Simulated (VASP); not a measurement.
Given:

```yaml
crystal:
  lattice:
    - [3.57501, 0.00000, 0.00000]
    - [-1.78750, 3.09605, 0.00000]
    - [0.00000, 0.00000, 5.97059]
  atoms:
    - { symbol: Ga, position: [0.33333, 0.66667, 0.00273] }
    - { symbol: Ga, position: [0.66667, 0.33333, 0.50273] }
    - { symbol: As, position: [0.33333, 0.66667, 0.37227] }
    - { symbol: As, position: [0.66667, 0.33333, 0.87227] }
```

Level of theory: PBEsol GGA, VASP's PBE PAW potentials (set 64) (plane waves; VASP). Settings: 500 eV cut-off, 7×7×4 Γ-centred mesh, Gaussian smearing of 0.050 eV, potentials Ga_d As.

### Question
Estimate the energy per atom (σ→0), pressure.

### Answer

```
Item                            Value
---------------------  --------------
energy per atom (σ→0)  -3.885 eV/atom
pressure                    44.99 GPa
```

Only differences to runs with the same potentials and settings are physical.

The structure was generated: GaAs was put into the wurtzite type (P6_3mc), which need not be its known phase. It was relaxed first under an external pressure of 45 GPa.
